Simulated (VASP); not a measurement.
Computed with PBE GGA, VASP's PBE PAW potentials (set 64) (plane waves; VASP 6.6.1).

VASP ran on this input.

**KPOINTS**
```
Regular mesh
0
gamma
 14 14 7
```

### INCAR
```
! general
SYSTEM  = Mg
PREC    = Accurate
ENCUT   = 500
LREAL   = .False.
LASPH   = .True.

! electronic loop
EDIFF   = 1E-6
NELM    = 100
ALGO    = Normal

! smearing
ISMEAR  = 1
SIGMA   = 0.1

! functional
GGA     = PE

! ions
IBRION  = 2
NSW     = 40
ISIF    = 3
EDIFFG  = -0.02
PSTRESS = 100

! output
LWAVE   = .False.
LCHARG  = .False.
```

File POSCAR:
```
Mg
1
    1.5397866416    -2.6669891547     0.0000000000
    1.5397866416     2.6669891547     0.0000000000
    0.0000000000     0.0000000000     4.9895769952
Mg
2
Direct
  0.3333330000   0.6666670000   0.2500000000
  0.6666670000   0.3333330000   0.7500000000
```

POTCAR, in this order: Mg (PBE.64 set). Program: vasp_std.

Energy and stress use the plane-wave basis of the starting cell.

### Question
Estimate the energy per atom (σ→0), volume per atom, band gap (on the k-mesh).

### Answer

```json
{
  "energy per atom (σ→0)": "-1.406 eV/atom",
  "band gap (on the k-mesh)": "none (metal, semimetal or under 0.01 eV)",
  "volume_per_atom": "18.95 Å^3/atom"
}
```

OSZICAR:
```
...
DAV:   6    -0.277258787756E+01   -0.96965E-07   -0.83881E-09   702   0.795E-04
   2 F= -.44363898E+00 E0= -.44365184E+00  d E =-.485149E-01
       N       E                     dE             d eps       ncg     rms          rms(c)
DAV:   1    -0.281126105459E+01   -0.38673E-01   -0.77750E-03  1374   0.619E-01    0.277E-02
DAV:   2    -0.281123974473E+01    0.21310E-04   -0.23904E-05  1398   0.434E-02    0.176E-02
DAV:   3    -0.281122108644E+01    0.18658E-04   -0.25241E-06  1470   0.117E-02    0.909E-04
DAV:   4    -0.281122123953E+01   -0.15310E-06   -0.30486E-08   678   0.152E-03
   3 F= -.44578416E+00 E0= -.44580533E+00  d E =-.506600E-01
```

The compound is Mg in the hcp structure. This run relaxes it under an external pressure of 10 GPa. Symmetry was kept, so distortions that lower it aren't found.
